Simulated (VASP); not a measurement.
An input for Quantum ESPRESSO's pw.x (written as the equivalent of a VASP run, and not itself run):

```
&CONTROL
  calculation = 'vc-relax'
  pseudo_dir = './pseudo'
  outdir = './out'
  tprnfor = .true.
  tstress = .true.
  nstep = 40
  forc_conv_thr = 0.00078
/
&SYSTEM
  ibrav = 0
  nat = 2
  ntyp = 1
  ecutwfc = 84
  occupations = 'smearing'
  smearing = 'methfessel-paxton'
  degauss = 0.00735
  input_dft = 'pbe'
/
&ELECTRONS
  conv_thr = 7.3e-08
  electron_maxstep = 100
/
&IONS
/
&CELL
  press = 50
/
ATOMIC_SPECIES
  As 74.922 As.upf
CELL_PARAMETERS angstrom
     3.7336529   -1.9101400   -0.0017638
     3.7336529    1.9101400   -0.0017638
     2.7579168    0.0000000    3.1595403
ATOMIC_POSITIONS crystal
  As   0.2270681  0.2270681  0.2270681
  As   0.7729319  0.7729319  0.7729319
K_POINTS automatic
  12 12 12 0 0 0
```

Task: Write the VASP files for the same calculation (PBE).

Result: This is not unique; one that fits is 
### INCAR
```
LASPH = .TRUE.   # aspherical one-centre terms
EDIFF = 1E-6   # SCF stop (eV)
NELM = 100   # most electronic steps
LWAVE = .FALSE.
SYSTEM = As
ISMEAR = 1
ENCUT = 500   # plane-wave cut-off (eV)
NSW = 40
ALGO = Normal   # blocked Davidson
LMAXMIX = 4
SIGMA = 0.1   # width (eV)
LCHARG = .FALSE.
PSTRESS = 50   # kbar
GGA = PE   # PBE
ISIF = 3
IBRION = 2   # conjugate gradients
PREC = Accurate
LREAL = .FALSE.   # projection in real space or not
EDIFFG = -0.02
```

### POSCAR
```
As
1.0
  3.7336528604  -1.9101400330  -0.0017637791
  3.7336528604   1.9101400330  -0.0017637791
  2.7579167514   0.0000000000   3.1595403262
As
2
direct
  0.2270680520   0.2270680520   0.2270680520
  0.7729319480   0.7729319480   0.7729319480
```

KPOINTS:
```
kpoints
0
Gamma
  12 12 12
```

POTCAR, in this order: As (PBE.64 set). Program: vasp_std.

The two are equivalent in intent, not identical: the potentials are each code's own (VASP's PAW set, PseudoDojo norm-conserving files in pw.x), so ENCUT and ecutwfc are chosen apart and not converted; conv_thr bounds pw.x's estimated SCF error, while EDIFF bounds the energy change between steps; forc_conv_thr acts on force components and is met together with etot_conv_thr.

The compound is As in the a7 structure. This run relaxes it under an external pressure of 5 GPa. Symmetry was kept, so distortions that lower it aren't found.
